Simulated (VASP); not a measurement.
Data:

```xyz
5
Lattice="5.6544 0.0000 0.0000 0.0000 5.6544 0.0000 0.0000 0.0000 5.6544" Properties=species:S:1:pos:R:3 pbc="T T T"
Cs     0.0000     0.0000     0.0000
Pb     2.8272     2.8272     2.8272
Cl     2.8272     0.0000     2.8272
Cl     0.0000     2.8272     2.8272
Cl     2.8272     2.8272     0.0000
```

All values below come from rev-vdW-DF2, VASP's PBE PAW potentials (set 64) (plane waves; VASP). Run with 520 eV cut-off, Gaussian smearing of 0.050 eV, potentials Cs_sv Pb_d Cl.

Unless said otherwise, spin-orbit coupling is left out, though it shifts the bands of the heavy elements here.

Give the energies of bands 13 to 25 at the high-symmetry points, in eV from the valence-band maximum.

| band | Γ | X | M | R |
|---|---|---|---|---|
| 13 | -6.58 | -7.45 | -7.91 | -8.00 |
| 14 | -4.37 | -4.29 | -4.15 | -2.96 |
| 15 | -4.37 | -4.29 | -3.18 | -2.96 |
| 16 | -4.37 | -2.96 | -2.62 | -2.96 |
| 17 | -2.39 | -2.51 | -2.62 | -2.52 |
| 18 | -2.39 | -2.49 | -2.58 | -2.52 |
| 19 | -2.39 | -2.49 | -2.58 | -1.98 |
| 20 | -2.29 | -2.40 | -2.52 | -1.98 |
| 21 | -2.29 | -2.40 | -1.99 | -1.98 |
| 22 | -2.29 | -1.56 | -0.76 | 0.00 |
| 23 | 3.29 | 3.09 | 2.61 | 2.05 |
| 24 | 4.31 | 4.64 | 2.61 | 2.05 |
| 25 | 4.31 | 5.21 | 4.97 | 2.05 |

The gap is direct, 2.05 eV, from the valence maximum at R to the conduction minimum at R.

The compound is CsPbCl3 in the cubic perovskite structure, the ideal cubic form; the compound distorts at low or room temperature. It was relaxed first.
